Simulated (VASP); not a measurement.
Consider the following.

```xyz
3
Lattice="0.0000 2.1585 2.1585 2.1585 0.0000 2.1585 2.1585 2.1585 0.0000" Properties=species:S:1:pos:R:3 pbc="T T T"
Be     1.0793     1.0793     1.0793
Be     3.2378     3.2378     3.2378
C      4.3171     2.1585     2.1585
```

These are PBEsol GGA, VASP's PBE PAW potentials (set 64) (plane waves; VASP) values and carry that method's errors. Run with 520 eV cut-off, 16×16×16 Γ-centred mesh, Gaussian smearing of 0.010 eV, potentials Be C.

Give the direction-averaged independent-particle dielectric function (no local fields, no excitons; a broadening of 0.1 eV leaves a tail below the gap, and fine structure carries the noise of the k-mesh).

```json
[
 {"ħω (eV)": "0.00", "ε₁": "7.30", "ε₂": "0.00"},
 {"ħω (eV)": "0.50", "ε₁": "7.33", "ε₂": "0.01"},
 {"ħω (eV)": "1.00", "ε₁": "7.42", "ε₂": "0.02"},
 {"ħω (eV)": "1.50", "ε₁": "7.58", "ε₂": "0.04"},
 {"ħω (eV)": "2.00", "ε₁": "7.81", "ε₂": "0.06"},
 {"ħω (eV)": "2.50", "ε₁": "8.15", "ε₂": "0.08"},
 {"ħω (eV)": "3.10", "ε₁": "8.77", "ε₂": "0.13"},
 {"ħω (eV)": "3.60", "ε₁": "9.58", "ε₂": "0.22"},
 {"ħω (eV)": "4.10", "ε₁": "10.92", "ε₂": "0.85"},
 {"ħω (eV)": "4.60", "ε₁": "11.37", "ε₂": "2.13"},
 {"ħω (eV)": "5.10", "ε₁": "11.69", "ε₂": "3.74"},
 {"ħω (eV)": "5.70", "ε₁": "13.67", "ε₂": "5.51"},
 {"ħω (eV)": "6.20", "ε₁": "15.74", "ε₂": "7.90"},
 {"ħω (eV)": "6.70", "ε₁": "18.47", "ε₂": "15.16"},
 {"ħω (eV)": "7.20", "ε₁": "9.26", "ε₂": "24.80"},
 {"ħω (eV)": "7.70", "ε₁": "-2.31", "ε₂": "21.24"},
 {"ħω (eV)": "8.30", "ε₁": "-6.60", "ε₂": "8.61"},
 {"ħω (eV)": "8.80", "ε₁": "-4.27", "ε₂": "8.47"},
 {"ħω (eV)": "9.30", "ε₁": "-4.88", "ε₂": "9.53"},
 {"ħω (eV)": "9.80", "ε₁": "-4.23", "ε₂": "5.57"},
 {"ħω (eV)": "10.30", "ε₁": "-3.49", "ε₂": "5.15"},
 {"ħω (eV)": "10.90", "ε₁": "-3.70", "ε₂": "5.26"},
 {"ħω (eV)": "11.40", "ε₁": "-3.73", "ε₂": "3.42"},
 {"ħω (eV)": "11.90", "ε₁": "-3.08", "ε₂": "3.73"},
 {"ħω (eV)": "12.40", "ε₁": "-3.28", "ε₂": "2.34"},
 {"ħω (eV)": "12.90", "ε₁": "-2.83", "ε₂": "1.78"},
 {"ħω (eV)": "13.50", "ε₁": "-1.92", "ε₂": "1.95"},
 {"ħω (eV)": "14.00", "ε₁": "-2.11", "ε₂": "1.88"},
 {"ħω (eV)": "14.50", "ε₁": "-2.04", "ε₂": "1.10"},
 {"ħω (eV)": "15.00", "ε₁": "-1.59", "ε₂": "0.96"},
 {"ħω (eV)": "15.50", "ε₁": "-1.47", "ε₂": "1.35"},
 {"ħω (eV)": "16.10", "ε₁": "-1.37", "ε₂": "0.80"}
]
```
ε₂ peaks at 7.4 eV (height 26.9); ε₁(0) averages 7.30, so the electronic refractive index below the gap tends to √7.30 = 2.70.

The compound is Be2C in the antifluorite structure. It was relaxed first.
